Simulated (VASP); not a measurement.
Data:

```xyz
6
Lattice="4.1994 0.0000 0.0000 0.0000 4.1994 0.0000 0.0000 0.0000 2.6899" Properties=species:S:1:pos:R:3 pbc="T T T"
Si     0.0000     0.0000     0.0000
Si     2.0997     2.0997     1.3450
O      1.2833     1.2833     0.0000
O      3.3830     0.8164     1.3450
O      0.8164     3.3830     1.3450
O      2.9161     2.9161     0.0000
```

These are vdW-DF-cx, VASP's PBE PAW potentials (set 64) (plane waves; VASP) values and carry that method's errors. Settings: 520 eV cut-off, Gaussian smearing of 0.050 eV, potentials Si O.

Q: Give the energies of bands 6 to 19 at the high-symmetry points, in eV from the valence-band maximum.

A: 
| band | Γ | X | M | Z | R | A |
|---|---|---|---|---|---|---|
| 6 | -6.34 | -9.20 | -7.78 | -9.41 | -9.28 | -10.64 |
| 7 | -6.34 | -4.52 | -5.82 | -6.81 | -8.02 | -8.07 |
| 8 | -6.17 | -4.52 | -5.82 | -6.81 | -8.02 | -8.07 |
| 9 | -5.36 | -4.46 | -4.01 | -6.21 | -6.44 | -4.46 |
| 10 | -5.01 | -4.46 | -4.01 | -6.21 | -6.44 | -4.46 |
| 11 | -3.10 | -3.83 | -3.23 | -4.59 | -3.94 | -4.45 |
| 12 | -3.10 | -3.83 | -3.23 | -4.59 | -3.94 | -4.45 |
| 13 | -2.48 | -2.66 | -2.67 | -3.04 | -2.25 | -1.72 |
| 14 | -0.87 | -2.66 | -2.67 | -3.04 | -2.25 | -1.72 |
| 15 | -0.87 | -1.05 | -2.23 | -2.63 | -1.73 | -1.53 |
| 16 | 0.00 | -1.05 | -2.23 | -2.63 | -1.73 | -1.53 |
| 17 | 5.40 | 7.55 | 7.26 | 8.94 | 8.64 | 7.03 |
| 18 | 6.59 | 7.55 | 7.26 | 8.94 | 8.64 | 7.03 |
| 19 | 8.31 | 8.89 | 9.87 | 12.45 | 9.74 | 10.88 |

The gap is direct, 5.40 eV, from the valence maximum at Γ to the conduction minimum at Γ.

The compound is SiO2 in the rutile structure, stishovite, a high-pressure form. It was relaxed first.
